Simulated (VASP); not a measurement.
OSZICAR of a VASP run on TiO2 (rutile):

### OSZICAR
```
       N       E                     dE             d eps       ncg     rms          rms(c)
DAV:   1     0.718507968615E+03    0.71851E+03   -0.27828E+04  1680   0.230E+03
DAV:   2     0.539745816997E+02   -0.66453E+03   -0.64562E+03  1772   0.627E+02
DAV:   3    -0.698006943438E+02   -0.12378E+03   -0.11932E+03  2668   0.227E+02
DAV:   4    -0.751867426371E+02   -0.53860E+01   -0.53801E+01  2264   0.513E+01
DAV:   5    -0.754041297737E+02   -0.21739E+00   -0.21733E+00  2388   0.862E+00    0.338E+01
DAV:   6    -0.593276886540E+02    0.16076E+02   -0.11310E+02  2048   0.105E+02    0.123E+01
DAV:   7    -0.589277913169E+02    0.39990E+00   -0.15700E+01  2140   0.323E+01    0.847E+00
DAV:   8    -0.589521688765E+02   -0.24378E-01   -0.38902E+00  2128   0.187E+01    0.411E+00
DAV:   9    -0.587679181486E+02    0.18425E+00   -0.18361E+00  2120   0.125E+01    0.125E+00
DAV:  10    -0.587694887937E+02   -0.15706E-02   -0.11331E-01  2068   0.271E+00    0.221E-01
DAV:  11    -0.587693444163E+02    0.14438E-03   -0.82762E-03  2104   0.659E-01    0.729E-02
DAV:  12    -0.587693521916E+02   -0.77754E-05   -0.63075E-04  2272   0.197E-01    0.590E-02
DAV:  13    -0.587693353487E+02    0.16843E-04   -0.12453E-04  2336   0.895E-02    0.120E-02
DAV:  14    -0.587693346937E+02    0.65502E-06   -0.77729E-06  2040   0.267E-02
   1 F= -.55063928E+02 E0= -.55063928E+02  d E =-.550639E+02
       N       E                     dE             d eps       ncg     rms          rms(c)
DAV:   1    -0.592131380639E+02   -0.44380E+00   -0.20277E+01  2152   0.512E+01    0.771E+00
DAV:   2    -0.586763984993E+02    0.53674E+00   -0.23344E+00  2192   0.150E+01    0.316E+00
DAV:   3    -0.585529045128E+02    0.12349E+00   -0.80716E-01  1944   0.689E+00    0.711E-01
DAV:   4    -0.585649009099E+02   -0.11996E-01   -0.17439E-01  2056   0.223E+00    0.514E-01
DAV:   5    -0.585670615174E+02   -0.21606E-02   -0.56116E-03  2388   0.623E-01    0.391E-01
DAV:   6    -0.585753427322E+02   -0.82812E-02   -0.12439E-02  2132   0.654E-01    0.185E-01
DAV:   7    -0.585767942113E+02   -0.14515E-02   -0.61493E-03  2560   0.416E-01    0.799E-02
DAV:   8    -0.585770382542E+02   -0.24404E-03   -0.46926E-04  2168   0.181E-01    0.236E-02
DAV:   9    -0.585770561257E+02   -0.17872E-04   -0.20009E-04  2516   0.569E-02    0.862E-03
DAV:  10    -0.585770562732E+02   -0.14749E-06   -0.71964E-06  1824   0.236E-02
   2 F= -.55035488E+02 E0= -.55035488E+02  d E =0.284400E-01
       N       E                     dE             d eps       ncg     rms          rms(c)
DAV:   1    -0.589669545397E+02   -0.38990E+00   -0.78937E+00  2144   0.331E+01    0.480E+00
DAV:   2    -0.587625360385E+02    0.20442E+00   -0.97126E-01  2108   0.100E+01    0.193E+00
DAV:   3    -0.587156617014E+02    0.46874E-01   -0.32904E-01  1744   0.389E+00    0.449E-01
DAV:   4    -0.587172534403E+02   -0.15917E-02   -0.67333E-02  2248   0.138E+00    0.388E-01
DAV:   5    -0.587190592085E+02   -0.18058E-02   -0.34607E-03  2100   0.573E-01    0.240E-01
DAV:   6    -0.587225398414E+02   -0.34806E-02   -0.68391E-03  2708   0.421E-01    0.113E-01
DAV:   7    -0.587228320234E+02   -0.29218E-03   -0.43319E-04  2028   0.125E-01    0.785E-02
DAV:   8    -0.587229609866E+02   -0.12896E-03   -0.32339E-04  2120   0.160E-01    0.134E-02
DAV:   9    -0.587229656907E+02   -0.47041E-05   -0.39637E-05  2524   0.363E-02    0.770E-03
DAV:  10    -0.587229653542E+02    0.33645E-06   -0.26091E-06  1640   0.121E-02
   3 F= -.55079918E+02 E0= -.55079918E+02  d E =-.159903E-01
       N       E                     dE             d eps       ncg     rms          rms(c)
DAV:   1    -0.587217589774E+02    0.12067E-02   -0.11743E-03  2188   0.394E-01    0.568E-02
DAV:   2    -0.587217305320E+02    0.28445E-04   -0.14360E-04  2276   0.116E-01    0.236E-02
DAV:   3    -0.587217234347E+02    0.70973E-05   -0.44421E-05  1792   0.480E-02    0.481E-03
DAV:   4    -0.587217239672E+02   -0.53247E-06   -0.98366E-06  1632   0.156E-02
   4 F= -.55079917E+02 E0= -.55079917E+02  d E =-.159889E-01
       N       E                     dE             d eps       ncg     rms          rms(c)
DAV:   1    -0.587211366933E+02    0.58674E-03   -0.44455E-01  1680   0.575E+00    0.381E-01
DAV:   2    -0.587198382767E+02    0.12984E-02   -0.16180E-02  1872   0.119E+00    0.229E-01
DAV:   3    -0.587188336041E+02    0.10047E-02   -0.27576E-03  1872   0.424E-01    0.776E-02
DAV:   4    -0.587187665622E+02    0.67042E-04   -0.62607E-04  2592   0.215E-01    0.391E-02
DAV:   5    -0.587187643032E+02    0.22591E-05   -0.72898E-05  2216   0.857E-02    0.200E-02
DAV:   6    -0.587187651530E+02   -0.84981E-06   -0.94819E-06  2292   0.268E-02
   5 F= -.55080899E+02 E0= -.55080899E+02  d E =-.981798E-03
```

Task: Which electronic solver shows in the log?

Result: It is blocked Davidson (ALGO = Normal, or the opening steps of other solvers). The INCAR had ALGO = Normal.

Task: Can the final energy be trusted as converged?

Result: The run converged. It stopped with EDIFF = 1E-6, NELM = 100, NSW = 40 and EDIFFG = -0.02 after 5 ionic steps (LDA (Ceperley-Alder, Perdew-Zunger), plane waves, VASP's LDA PAW potentials (set 64)).

The compound is TiO2 in the rutile structure. This run relaxes it under an external pressure of 10 GPa. Symmetry was kept, so distortions that lower it aren't found.
